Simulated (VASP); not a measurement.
Calculation: vdW-DF-cx, VASP's PBE PAW potentials (set 64) (plane waves; VASP).

A VASP calculation is set up with these files.

### POSCAR
```
Dy
1
    1.7783054479    -3.0801151931     0.0000000000
    1.7783054479     3.0801151931     0.0000000000
    0.0000000000     0.0000000000     5.5045622904
Dy
2
Direct
  0.3333330000   0.6666670000   0.2500000000
  0.6666670000   0.3333330000   0.7500000000
```

**KPOINTS**
```
Automatic mesh
0
Gamma
12 12 7
0 0 0
```

**INCAR**
```
SYSTEM = Dy
PREC = Accurate
ENCUT = 520
EDIFF = 1E-7
NELM = 100
ALGO = Normal
LREAL = .FALSE.
LASPH = .TRUE.
ISMEAR = 1
SIGMA = 0.1
GGA = CX
LUSE_VDW = .TRUE.
AGGAC = 0.0
LMAXMIX = 6
LWAVE = .FALSE.
LCHARG = .FALSE.
ISIF = 4
IBRION = 2
NSW = 30
EDIFFG = -0.01
```

POTCAR, in this order: Dy_3 (PBE.64 set). Program: vasp_std.

The 4f electrons are frozen in the core of the lanthanide potential, so 4f levels, which can set the real gap, and their magnetism are missing.

Q: What does the run give for the energy per atom (σ→0), band gap (on the k-mesh)?

A: 
```json
{
  "energy per atom (σ→0)": "-211.7 kJ/mol of atoms",
  "band gap (on the k-mesh)": "none (metal, semimetal or under 0.01 eV)"
}
```

OSZICAR:
```
...
       N       E                     dE             d eps       ncg     rms          rms(c)
DAV:   1    -0.438925116852E+01   -0.15412E-02   -0.68325E-02  1976   0.199E+00    0.168E-01
DAV:   2    -0.438836231283E+01    0.88886E-03   -0.14890E-03  2556   0.419E-01    0.104E-01
DAV:   3    -0.438795829206E+01    0.40402E-03   -0.47693E-04  2520   0.183E-01    0.569E-02
DAV:   4    -0.438796077909E+01   -0.24870E-05   -0.88607E-05  2834   0.729E-02    0.270E-02
DAV:   5    -0.438796100761E+01   -0.22853E-06   -0.19930E-06  2546   0.111E-02    0.806E-03
DAV:   6    -0.438796093839E+01    0.69228E-07   -0.31637E-07  2394   0.441E-03
   3 F= -.43879609E+01 E0= -.43878390E+01  d E =-.142926E-02
```

The compound is Dy in the hcp structure. This run relaxes it. Symmetry was kept, so distortions that lower it aren't found.
